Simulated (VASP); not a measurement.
These are PBEsol GGA, VASP's PBE PAW potentials (set 64) (plane waves; VASP) values and carry that method's errors.

A VASP calculation is set up with these files.

### POSCAR
```
SnSe
1.0
  0.0000000000   3.1911930231   3.1911930231
  3.1911930231   0.0000000000   3.1911930231
  3.1911930231   3.1911930231   0.0000000000
Sn Se
1 1
Cartesian
  0.0000000000   0.0000000000   0.0000000000
  1.5955965115   1.5955965115   1.5955965115
```

### INCAR
```
ALGO = Normal
EDIFF = 1E-6
EDIFFG = -0.02
ENCUT = 500
GGA = PS
IBRION = 2
ISIF = 3
ISMEAR = 1
LASPH = T
LCHARG = F
LMAXMIX = 4
LREAL = F
LWAVE = F
NELM = 100
NSW = 40
PREC = Accurate
PSTRESS = 100
SIGMA = 0.1
SYSTEM = SnSe
```

File KPOINTS:
```
Automatic mesh
0
gamma
  10 10 10
0 0 0
```

POTCAR, in this order: Sn_d Se (PBE.64 set). Program: vasp_std.

The run wrote:

File OSZICAR:
```
       N       E                     dE             d eps       ncg     rms          rms(c)
DAV:   1     0.131807649205E+03    0.13181E+03   -0.98773E+03  1316   0.159E+03
DAV:   2     0.484441913809E+01   -0.12696E+03   -0.12489E+03  1370   0.361E+02
DAV:   3    -0.806539791033E+01   -0.12910E+02   -0.12750E+02  1688   0.107E+02
DAV:   4    -0.840096421230E+01   -0.33557E+00   -0.33548E+00  1412   0.200E+01
DAV:   5    -0.841208038785E+01   -0.11116E-01   -0.11116E-01  1978   0.349E+00    0.435E+00
DAV:   6    -0.819941021074E+01    0.21267E+00   -0.57566E-01  1968   0.496E+00    0.284E+00
DAV:   7    -0.819179273412E+01    0.76175E-02   -0.67804E-02  1382   0.135E+00    0.121E+00
DAV:   8    -0.819026418704E+01    0.15285E-02   -0.58909E-03  1570   0.754E-01    0.165E-01
DAV:   9    -0.819027886662E+01   -0.14680E-04   -0.98726E-04  1594   0.268E-01    0.781E-02
DAV:  10    -0.819032550730E+01   -0.46641E-04   -0.11952E-04  1426   0.857E-02    0.160E-02
DAV:  11    -0.819033797847E+01   -0.12471E-04   -0.26872E-05  1632   0.512E-02    0.103E-02
DAV:  12    -0.819033853035E+01   -0.55188E-06   -0.19677E-06  1310   0.163E-02
   1 F= -.41335849E+01 E0= -.41336112E+01  d E =-.413358E+01
       N       E                     dE             d eps       ncg     rms          rms(c)
DAV:   1    -0.118843028669E+02   -0.36940E+01   -0.78902E+01  1604   0.130E+02    0.120E+01
DAV:   2    -0.834229936683E+01    0.35420E+01   -0.76135E+00  1604   0.625E+01    0.459E+00
DAV:   3    -0.769679832075E+01    0.64550E+00   -0.19259E+00  1610   0.241E+01    0.105E+00
DAV:   4    -0.767261308852E+01    0.24185E-01   -0.98906E-02  1390   0.307E+00    0.489E-01
DAV:   5    -0.766348032081E+01    0.91328E-02   -0.11211E-02  1984   0.889E-01    0.122E-01
DAV:   6    -0.766309396090E+01    0.38636E-03   -0.79792E-04  1580   0.382E-01    0.497E-02
DAV:   7    -0.766305210560E+01    0.41855E-04   -0.12511E-04  1944   0.143E-01    0.127E-02
DAV:   8    -0.766304208799E+01    0.10018E-04   -0.22436E-05  1418   0.485E-02    0.431E-03
DAV:   9    -0.766304224659E+01   -0.15860E-06   -0.22347E-06  1190   0.162E-02
   2 F= -.41741073E+01 E0= -.41740870E+01  d E =-.405224E-01
       N       E                     dE             d eps       ncg     rms          rms(c)
DAV:   1    -0.863627666529E+01   -0.97323E+00   -0.16056E+01  1604   0.776E+01    0.464E+00
DAV:   2    -0.807868593306E+01    0.55759E+00   -0.10038E+00  1610   0.176E+01    0.195E+00
DAV:   3    -0.794883468625E+01    0.12985E+00   -0.40359E-01  1610   0.109E+01    0.300E-01
DAV:   4    -0.794464302822E+01    0.41917E-02   -0.18198E-02  1324   0.141E+00    0.133E-01
DAV:   5    -0.794334972519E+01    0.12933E-02   -0.13991E-03  1996   0.340E-01    0.512E-02
DAV:   6    -0.794330469595E+01    0.45029E-04   -0.84292E-05  1412   0.132E-01    0.143E-02
DAV:   7    -0.794329930466E+01    0.53913E-05   -0.10787E-05  1774   0.453E-02    0.382E-03
DAV:   8    -0.794329976364E+01   -0.45898E-06   -0.33674E-06  1376   0.234E-02
   3 F= -.42263295E+01 E0= -.42265392E+01  d E =-.927446E-01
```

### OUTCAR
```
------------------------ aborting loop because EDIFF is reached ----------------------------------------
  FORCE on cell =-STRESS in cart. coord.  units (eV):
  Direction    XX          YY          ZZ          XY          YZ          ZX
  --------------------------------------------------------------------------------------
  Total        3.7143947      3.7143947      3.7143947      0.0000000      0.0000000     -0.0000000
  in kB       99.9307073     99.9307073     99.9307073      0.0000000      0.0000000     -0.0000000
  external PRESSURE =      -0.0692927 kB  Pullay stress =     100.0000000 kB
  volume of cell :       59.55
      direct lattice vectors                 reciprocal lattice vectors
     0.000000000  3.099487521  3.099487521    -0.161316991  0.161316991  0.161316991
     3.099487521  0.000000000  3.099487521     0.161316991 -0.161316991  0.161316991
     3.099487521  3.099487521  0.000000000     0.161316991  0.161316991 -0.161316991
 POSITION                                       TOTAL-FORCE (eV/Angst)
 -----------------------------------------------------------------------------------
      0.00000      0.00000      0.00000        -0.000000     -0.000000     -0.000000
      1.54974      1.54974      1.54974         0.000000      0.000000      0.000000
 -----------------------------------------------------------------------------------
    total drift:                               -0.000000     -0.000000     -0.000000
  FREE ENERGIE OF THE ION-ELECTRON SYSTEM (eV)
  ---------------------------------------------------
  free  energy   TOTEN  =        -7.9432997636 eV

  energy  without entropy=       -7.9439290678  energy(sigma->0) =       -7.94350953
  enthalpy is  TOTEN    =        -4.2263294733 eV   P V=        3.7169702904

 reached required accuracy - stopping structural energy minimisation
```
(Selected blocks of OUTCAR.)

### CONTCAR
```
SnSe
   1.00000000000000
     0.0000000000000000    3.0994875211659361    3.0994875211659361
     3.0994875211659361    0.0000000000000000    3.0994875211659361
     3.0994875211659361    3.0994875211659361    0.0000000000000000
  Sn              Se
     1     1
Direct
     0.0000000000000000    0.0000000000000000    0.0000000000000000
     0.2500000000000000    0.2500000000000000    0.2500000000000000
```

File OUTCAR:
```
 val. band max:        4.9850047064   @ k =  -0.4000   0.5000   0.1000

 cond. band min:       5.0622050604   @ k =   0.4000   0.3000   0.0000


 Fermi energy:         5.0327353940

 k-point     1 :       0.0000    0.0000    0.0000
  band No.  band energies     occupation
      1     -16.6713      2.00000
      2     -16.6713      2.00000
      3     -16.6713      2.00000
      4     -16.6249      2.00000
      5     -16.6249      2.00000
      6      -9.7441      2.00000
      7       0.4365      2.00000
      8       2.0926      2.00000
      9       2.0926      2.00000
     10       2.0926      2.00000
     11       6.4711     -0.00000
     12       6.4711     -0.00000
     13       6.4711     -0.00000
     14      10.0757      0.00000

 k-point     2 :       0.1000    0.0000    0.0000
  band No.  band energies     occupation
      1     -16.6729      2.00000
      2     -16.6703      2.00000
      3     -16.6703      2.00000
      4     -16.6249      2.00000
      5     -16.6249      2.00000
      6      -9.6791      2.00000
      7      -0.1665      2.00000
      8       2.0078      2.00000
      9       2.0078      2.00000
     10       2.4960      2.00000
     11       6.4532     -0.00000
     12       6.6146     -0.00000
     13       6.6146     -0.00000
     14      10.5928      0.00000

 k-point     3 :       0.2000    0.0000    0.0000
  band No.  band energies     occupation
      1     -16.6769      2.00000
      2     -16.6677      2.00000
      3     -16.6677      2.00000
      4     -16.6247      2.00000
      5     -16.6247      2.00000
      6      -9.4974      2.00000
      7      -1.2003      2.00000
      8       1.8084      2.00000
      9       1.8084      2.00000
     10       2.8784      2.00000
     11       6.7755     -0.00000
     12       6.9329     -0.00000
     13       6.9329     -0.00000
     14      11.4061      0.00000

 k-point     4 :       0.3000    0.0000    0.0000
  band No.  band energies     occupation
...
```

Energy and stress use the plane-wave basis of the starting cell. Unless said otherwise, spin-orbit coupling is left out, though it shifts the bands of the heavy elements here.

The structure was generated: SnSe was put into the zinc blende type (F-43m), which need not be its known phase. This run relaxes it under an external pressure of 10 GPa. Symmetry was kept, so distortions that lower it aren't found.
